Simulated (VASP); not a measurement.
Computed with r2SCAN meta-GGA, VASP's PBE PAW potentials (set 64) (plane waves; VASP 6.6.1).

A VASP calculation is set up with these files.

**POSCAR**
```
W
1
    0.0000000000     2.9006176522     2.9006176522
    2.9006176522    -0.0000000000     2.9006176522
    2.9006176522     2.9006176522    -0.0000000000
W
2
Direct
  0.7500000000   0.7500000000   0.7500000000
  0.5000000000   0.5000000000   0.5000000000
```

**KPOINTS**
```
Automatic mesh
0
Gamma
12 12 12
0 0 0
```

File KPOINTS_OPT:
```
k-points along high-symmetry lines
10
Line-mode
Reciprocal
  0.000000   0.000000   0.000000 ! GAMMA
  0.500000   0.000000   0.500000 ! X

  0.500000   0.000000   0.500000 ! X
  0.625000   0.250000   0.625000 ! U

  0.375000   0.375000   0.750000 ! K
  0.000000   0.000000   0.000000 ! GAMMA

  0.000000   0.000000   0.000000 ! GAMMA
  0.500000   0.500000   0.500000 ! L

  0.500000   0.500000   0.500000 ! L
  0.500000   0.250000   0.750000 ! W

  0.500000   0.250000   0.750000 ! W
  0.500000   0.000000   0.500000 ! X
```

### INCAR
```
ISIF = 2   # forces and stress, cell fixed
ENCUT = 400   # plane-wave cut-off (eV)
LMIXTAU = .TRUE.
LCHARG = .FALSE.
LWAVE = .FALSE.
METAGGA = R2SCAN
NEDOS = 601
PREC = Accurate
EDIFF = 1E-7
NELM = 100   # most electronic steps
LREAL = .FALSE.   # projection in real space or not
ALGO = Normal   # blocked Davidson
LMAXMIX = 6   # l cut-off of mixed one-centre charges
SYSTEM = W
LASPH = .TRUE.   # aspherical one-centre terms
ISMEAR = -5   # tetrahedra, Bloechl
LORBIT = 11   # lm-projected
```

POTCAR, in this order: W_sv (PBE.64 set). Program: vasp_std.

For a metal the tetrahedron method with Blöchl corrections gives inexact stress and forces. Unless said otherwise, spin-orbit coupling is left out, though it shifts the bands of the heavy elements here.

Q: What does the run give for the energy per atom (σ→0), band gap (over mesh and band path)?

A: 
```yaml
energy per atom (σ→0): -48.524 eV/atom
band gap (over mesh and band path): none (metal, semimetal or under 0.01 eV)
```

File OSZICAR:
```
...
DAV:  24    -0.970485573383E+02   -0.31055E-05   -0.77384E-06  2928   0.202E-02    0.105E-02
DAV:  25    -0.970485596843E+02   -0.23459E-05   -0.12071E-06  2574   0.767E-03    0.597E-03
DAV:  26    -0.970485604883E+02   -0.80396E-06   -0.20967E-07  2012   0.343E-03    0.361E-03
DAV:  27    -0.970485624296E+02   -0.19413E-05   -0.39236E-07  2108   0.406E-03    0.806E-04
DAV:  28    -0.970485625344E+02   -0.10479E-06   -0.17072E-08  1326   0.135E-03    0.293E-04
DAV:  29    -0.970485626106E+02   -0.76200E-07   -0.28037E-09  1312   0.435E-04
   1 F= -.97048563E+02 E0= -.97048563E+02  d E =0.000000E+00
       N       E                     dE             ncg
```

The structure was generated: W was put into the diamond type (Fd-3m), which need not be its known phase. It was relaxed first.
